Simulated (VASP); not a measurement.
A run of VASP 6.6.1 is set up as follows.

File INCAR:

```
AGGAC = 1.0
AGGAX = 1.0
ALDAC = 0.0
ALDAX = 1.0
ALGO = Normal
EDIFF = 1E-7
EDIFFG = -0.02
ENCUT = 900
GGA = B5
IBRION = 2
ISIF = 2
ISMEAR = 0
LASPH = T
LCHARG = F
LREAL = F
LWAVE = F
NELM = 100
NSW = 40
PREC = Accurate
SIGMA = 0.01
```

KPOINTS

```
k-points
0
Gamma
  1 1 1
```

File POSCAR:

```
CO
1.0
   10.0000000000      0.0000000000      0.0000000000
    0.0000000000     10.0000000000      0.0000000000
    0.0000000000      0.0000000000     10.0000000000
C O
1 1
Direct
    0.5492900000      0.4865900000      0.5281200000
    0.4533100000      0.5176100000      0.4786800000
```

Potentials or basis: VASP PAW PBE potentials, release 64 (C_h, O_h).

The run is started by

```console
$ cat potpaw_PBE.64/C_h/POTCAR potpaw_PBE.64/O_h/POTCAR > POTCAR
$ mpirun -np 1 vasp_gam > vasp.out
```

(1) Estimate the energy gained by relaxing.

(2) Predict the gap between the frontier levels.

Results:

(1) 4.1 meV/atom.

(2) 7.01 eV.
